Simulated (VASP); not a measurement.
VASP input:

File KPOINTS:
```
Automatic mesh
0
Gamma
6 6 6
0 0 0
```

POSCAR:
```
CuI
1
    0.0000000000     3.0855000000     3.0855000000
    3.0855000000     0.0000000000     3.0855000000
    3.0855000000     3.0855000000     0.0000000000
Cu I
1 1
Direct
  0.0000000000   0.0000000000   0.0000000000
  0.2500000000   0.2500000000   0.2500000000
```

INCAR:
```
SYSTEM = CuI
PREC = Accurate
ENCUT = 400
EDIFF = 1E-6
NELM = 100
ALGO = Normal
LREAL = .FALSE.
LASPH = .TRUE.
ISMEAR = 0
SIGMA = 0.05
GGA = PE
LMAXMIX = 4
LWAVE = .FALSE.
LCHARG = .FALSE.
ISIF = 2
```

POTCAR, in this order: Cu I (PBE.64 set). Program: vasp_gam.

What VASP printed:

**standard output**
```
 POSCAR found type information on POSCAR CuI
 POSCAR found :  2 types and       2 ions
 Reading from existing POTCAR
 Reading from existing POTCAR
 LDA part: xc-table for (Slater+PW92), standard interpolation

 -----------------------------------------------------------------------------
|                                                                             |
|     EEEEEEE  RRRRRR   RRRRRR   OOOOOOO  RRRRRR      ###     ###     ###     |
|     E        R     R  R     R  O     O  R     R     ###     ###     ###     |
|     E        R     R  R     R  O     O  R     R     ###     ###     ###     |
|     EEEEE    RRRRRR   RRRRRR   O     O  RRRRRR       #       #       #      |
|     E        R   R    R   R    O     O  R   R                               |
|     E        R    R   R    R   O     O  R    R      ###     ###     ###     |
|     EEEEEEE  R     R  R     R  OOOOOOO  R     R     ###     ###     ###     |
|                                                                             |
|     You are using the Gamma-point-only version with more than one           |
|     k-point or some other non-Gamma k-point.                                |
|                                                                             |
|       ---->  I REFUSE TO CONTINUE WITH THIS SICK JOB ... BYE!!! <----       |
|                                                                             |
 -----------------------------------------------------------------------------
```

Read the log: what went wrong, and how is it fixed?

The cause: the Γ-only program was given a k-mesh. VASP stops with an error: You are using the Gamma-point-only version with more than one k-point or some other non-Gamma k-point. ----> I REFUSE TO CONTINUE WITH THIS SICK JOB ... BYE!!! <---- To mend it, run vasp_std.

The mended run (PBE GGA, plane waves, VASP's PBE PAW potentials (set 64)) converges, and its OSZICAR ends with
```
   1 F= -.55485544E+01 E0= -.55485544E+01  d E =-.104337E-14
```

The compound is CuI in the zinc blende structure. The cell was not relaxed at this level.
